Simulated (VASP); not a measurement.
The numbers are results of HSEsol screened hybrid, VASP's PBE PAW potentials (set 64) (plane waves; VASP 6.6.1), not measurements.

Input for VASP

### POSCAR
```
HgTe
1
    0.0000000000     3.3602728693     3.3602728693
    3.3602728693     0.0000000000     3.3602728693
    3.3602728693     3.3602728693     0.0000000000
Hg Te
1 1
Direct
  0.0000000000   0.0000000000   0.0000000000
  0.2500000000   0.2500000000   0.2500000000
```

**INCAR**
```
AEXX=0.25
ALGO=Normal
EDIFF=1E-6
ENCUT=520
GGA=PS
HFSCREEN=0.2
ISIF=2
ISMEAR=0
ISYM=3
LASPH=.TRUE.
LCHARG=.FALSE.
LHFCALC=.TRUE.
LMAXMIX=6
LREAL=.FALSE.
LWAVE=.FALSE.
NELM=60
PREC=Accurate
PRECFOCK=Fast
SIGMA=0.05
SYSTEM=HgTe
```

File KPOINTS:
```
Automatic mesh
0
Gamma
6 6 6
0 0 0
```

POTCAR, in this order: Hg Te (PBE.64 set). Program: vasp_std. Read from the step before: WAVECAR.

Output

File OSZICAR:
```
       N       E                     dE             d eps       ncg     rms          rms(c)
DAV:   1    -0.516877404913E+01   -0.51688E+01   -0.10665E+00   416   0.921E+00    0.891E+00
DAV:   2    -0.517595507844E+01   -0.71810E-02   -0.46578E-02   486   0.238E+00    0.572E+00
DAV:   3    -0.517528579732E+01    0.66928E-03   -0.35844E-03   492   0.684E-01    0.361E+00
DAV:   4    -0.517504031914E+01    0.24548E-03   -0.28854E-04   526   0.177E-01    0.218E+00
DAV:   5    -0.517495860683E+01    0.81712E-04   -0.57017E-05   461   0.674E-02    0.130E+00
DAV:   6    -0.517493903455E+01    0.19572E-04   -0.18607E-05   456   0.377E-02    0.780E-01
DAV:   7    -0.517493343721E+01    0.55973E-05   -0.34449E-06   456   0.190E-02    0.468E-01
DAV:   8    -0.517493268807E+01    0.74914E-06   -0.10598E-06   243   0.104E-02
   1 F= -.51749327E+01 E0= -.51747541E+01  d E =-.357089E-03
```

**OUTCAR**
```
------------------------ aborting loop because EDIFF is reached ----------------------------------------
  FORCE on cell =-STRESS in cart. coord.  units (eV):
  Direction    XX          YY          ZZ          XY          YZ          ZX
  --------------------------------------------------------------------------------------
  Total       -1.8454206     -1.8454206     -1.8454206     -0.0000000      0.0000000     -0.0000000
  in kB      -38.9629937    -38.9629937    -38.9629937     -0.0000000      0.0000000     -0.0000000
  external PRESSURE =     -38.9629937 kB  Pullay stress =       0.0000000 kB
  volume of cell :       75.88
      direct lattice vectors                 reciprocal lattice vectors
     0.000000000  3.360272869  3.360272869    -0.148797440  0.148797440  0.148797440
     3.360272869  0.000000000  3.360272869     0.148797440 -0.148797440  0.148797440
     3.360272869  3.360272869  0.000000000     0.148797440  0.148797440 -0.148797440
 POSITION                                       TOTAL-FORCE (eV/Angst)
 -----------------------------------------------------------------------------------
      0.00000      0.00000      0.00000        -0.000000     -0.000000     -0.000000
      1.68014      1.68014      1.68014         0.000000      0.000000      0.000000
 -----------------------------------------------------------------------------------
    total drift:                               -0.000012     -0.000010     -0.000005
  FREE ENERGIE OF THE ION-ELECTRON SYSTEM (eV)
  ---------------------------------------------------
  free  energy   TOTEN  =        -5.1749326881 eV

  energy  without entropy=       -5.1745755994  energy(sigma->0) =       -5.17475414

  exchange ACFDT corr.  =         0.00000000  see jH, gK, PRB 81, 115126
```
(Selected blocks of OUTCAR.)

The compound is HgTe in the zinc blende structure. This cell is one point of a volume scan, at 1.03 of the reference volume. The cell's shape comes from a PBE relaxation.
